At 11.06 Å³ per atom the energy is as good as at its minimum, only 0.01 meV per atom above it. A crystal at the bottom of its energy curve should neither push nor pull, yet the pressure printed for this row is -0.49 GPa. About half of that is real, and the rest is a small offset that runs through the whole table.

VASP 6.6.1, r2SCAN with the recommended PBE PAW potentials and no spin polarisation, for cubic SiO (space group Pm-3m, two atoms per cell). The plane-wave cutoff is 520 eV, the k mesh 9×9×9 and the Fermi–Dirac smearing 0.05 eV. The cell is scaled with its shape and fractional coordinates fixed, and energies are counted from the minimum of the fitted curve.

| volume (Å³/atom) | energy (meV/atom) | pressure (GPa) |
| --- | --- | --- |
| 10.39 | 16.670 | 8.370 |
| 10.62 | 6.930 | 5.200 |
| 10.84 | 1.490 | 2.240 |
| 11.06 | 0.010 | -0.490 |
| 11.28 | 2.170 | -2.970 |
| 11.50 | 7.600 | -5.210 |
| 11.72 | 16.030 | -7.240 |

**The row at 11.06**

Pressure is minus the slope of the energy against volume. The smooth curve through the seven energies has its lowest point at 11.03 Å³, so the cell of this row is already slightly stretched. Its slope there corresponds to -0.28 GPa, a true inward pull. Some 0.2 GPa remains to be explained.

The same shift appears between every pair of neighbouring rows: the printed pressure lies 0.14 to 0.19 GPa below the pressure that follows from the slope of the energy curve. That comparison uses the free energy, which includes the entropy of partly filled electron levels and is the energy to which the computed stress belongs. Entropy is therefore not the source of the shift.

The likely source is Pulay stress, an effect of the finite plane-wave basis. The stress is worked out for a fixed set of waves. If the cell grows while the set stays the same, the waves become longer, the electrons are described less well and the energy rises artificially. This looks like an extra inward pull, which agrees with the sign found here, although only a run at a higher cutoff would settle the matter. For practical use, the equilibrium volume is better taken from the energies than from the point where the printed pressure vanishes.

**From 10.39 to 10.84: the squeezed cell**

In the first three rows the pressure is positive, so the crystal pushes outward. It drops quickly as the cell is allowed to grow, by 3.17 GPa over the first step in volume. This resistance to a change of volume is measured by the bulk modulus, the pressure needed per relative change of volume. Between the first two rows it is about 151 GPa.

The cell is kept cubic here with every atom on its site, and this leaves no soft way of giving in. Each silicon atom sits at the centre of a cube of eight oxygen atoms, and each oxygen atom is surrounded by silicon in the same way. When the cube shrinks, all eight contacts shorten in the same proportion; no angle can bend and no group of atoms can turn. The modulus therefore reports directly on how the energy depends on the distance between atoms.

That energy is a balance of two tendencies. Bonding and electrostatic attraction draw the atoms together and change gently with distance. Against them stands the repulsion of overlapping electron clouds: the Pauli principle forces electrons that share the same space into states of higher kinetic energy, and this cost climbs steeply as the atoms approach. At the minimum the two forces are equal, but the repulsive one changes faster with distance, and this makes the crystal stiff. The calculation gives only the total energy; the division into two parts is the standard theoretical picture.

**From 11.28 to 11.72: the stretched cell**

In the last three rows the pressure is negative, which means that the cell would contract if it were released. The pressure still falls, but the last step is only 2.03 GPa. Between the last two rows the modulus is down to about 107 GPa.

From the first interval to the last, the Si–O distance grows by 3.4 % and the modulus falls by 29 %. About a third of this fall would appear even if the atoms were joined by plain springs, because the force of a spring is spread over a growing surface as the cell expands. The rest means that the springs themselves slacken, as expected when the overlap fades and the repulsion with it. The attraction works against stiffness, since a pull that weakens with distance takes some of it away. It takes less as the atoms part, but this gain is smaller than what the repulsion loses.

**The two ends compared**

The first and last rows have similar energies, 16.67 and 16.03 meV, and at first sight the curve looks symmetrical. It isn't, because the two cells are not equally far from the minimum. The Si–O distance is 1.97 % too short in the first row and 2.03 % too long in the last. The smaller distortion costs more energy.

A simple spring shows how much of this goes beyond Hooke's law. Let s be the relative change of the Si–O distance, V₀ the volume at the minimum and B₀ the bulk modulus there. For small changes the volume changes by 3s in relative terms, since it grows as the cube of the length. The elastic energy ½B₀V₀(3s)² then becomes

E = (9/2) B₀V₀ s².

With B₀ = 131.6 GPa and V₀ = 11.03 Å³, the product B₀V₀ is about 9.06 eV. For the first row this gives

E = 4.5 × 9.06 eV × (0.0197)² ≈ 16 meV,

close to the computed 16.67 meV. Since B₀ and V₀ come from a curve fitted to all seven energies, this row included, the estimate tests the shape of the curve and is no independent prediction.

The spring comes out about 5 % too low at the squeezed end and about 5 % too high at the stretched end, relative to the computed energies. These opposite errors are the mark of a repulsion that stiffens on approach and slackens on retreat. The output below sets the spring beside every row and lists the pressures and moduli between rows.

**Beside quartz**

Quartz, the familiar oxide of silicon, shows what changes when the atoms have more freedom. There each silicon atom has only four oxygen neighbours, at a much shorter distance, and the single bond is very stiff. Quartz as a whole is nevertheless easily compressed, because its tetrahedra share corners and can turn about them while the bonds keep almost their full length. To judge a related crystal, one should therefore ask first whether it can shrink by turning or bending. If it can't, every contact has to change its length, and the stiffness depends on how strongly the contacts resist.

The same question limits the use of this table. Only the volume of a perfect cubic cell was varied, so the minimum doesn't show that the crystal would survive a shear or a shift of its atoms. Ordinary solid silicon monoxide is amorphous and built quite differently, and the modulus found here should not be used for it.

Output of the analysis:

```
Energy against a Hooke spring in bond length:
    row  Si-O_A  strain_percent  spring_meV  computed_meV  spring_less_computed
  10.39   2.381          -1.971       15.85         16.67               -0.8223
  10.62   2.398          -1.281        6.69          6.93               -0.2402
  10.84   2.415         -0.5996       1.467          1.49                -0.023
  11.06   2.431           0.072     0.02115          0.01               0.01115
  11.28   2.447          0.7347       2.202          2.17               0.03248
   11.5   2.463           1.389        7.87           7.6                0.2703
  11.72   2.479           2.035       16.89         16.03                0.8607
Interval ending at each row:
    row  mid_volume  printed_P_GPa  P_from_free_energy  P_from_energy  free_less_printed  modulus_GPa
  10.62       10.51          6.785               6.979          7.056             0.1936        150.6
  10.84       10.73           3.72               3.876          3.941             0.1563        143.6
  11.06       10.95          0.875               1.052          1.072             0.1769        135.1
  11.28       11.17          -1.73               -1.56         -1.565             0.1696        125.2
   11.5       11.39          -4.09              -3.927         -3.934              0.163        115.4
  11.72       11.61         -6.225              -6.084         -6.107             0.1411        106.6
Energy per squared length strain, compressed end over stretched end: 1.108
Largest pressure step between rows, GPa: 3.17
Smallest pressure step between rows, GPa: 2.03
Fall of the modulus from first to last interval, percent: 29.22
Growth of Si-O between the same midpoints, percent: 3.392
Mean offset, free-energy slope less printed pressure, GPa: 0.1667
Error of averaging two pressures in an interval, GPa: 0.019
Largest effect of using energy instead of free energy, GPa: 0.07752
Volume where printed pressure crosses zero, A^3/atom: 11.02
Energy minimum less that volume, A^3/atom: 0.01585
Pressure at 11.06 expected from the energy fit, GPa: -0.2845
```
